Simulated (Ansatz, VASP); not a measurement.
# One calculation of HgSb, two programs

```
Hg Sb
1.0
     3.74992    0.00000    0.00000
     0.00000    3.74992    0.00000
     0.00000    0.00000    3.74992
Hg Sb
1 1
Direct
  0.00000 0.00000 0.00000
  0.50000 0.50000 0.50000
```

Alike in both runs: functional PBE; k mesh 12 × 12 × 12; occupations fermi-dirac, width 0.15 eV; no spin polarisation.

Ansatz relaxed the structure, and its values are those at the end. VASP's run is a single point on that final structure, the one shown.

```csv
,VASP,Ansatz
version,VASP 6.6.1,Ansatz 0.2.0
potentials or method,"VASP PAW PBE potentials, release 64 (Hg, Sb)","scalar-relativistic, plane waves, PAW"
plane-wave cutoff (eV),520,420
valence electrons in the cell,17,35
```

|  | VASP | Ansatz | Ansatz less VASP |
| --- | --- | --- | --- |
| gap on the k mesh at the Fermi level (eV) | none | none | - |
| pressure (GPa) | 0.0 | 0.0 | 0.00 |

A gap of «none» marks a metal or a gap that the smearing closes. The two sets of potentials don't hold the same shells in valence.

The runs have no spin-orbit coupling, so splittings on Hg, Sb are missing.
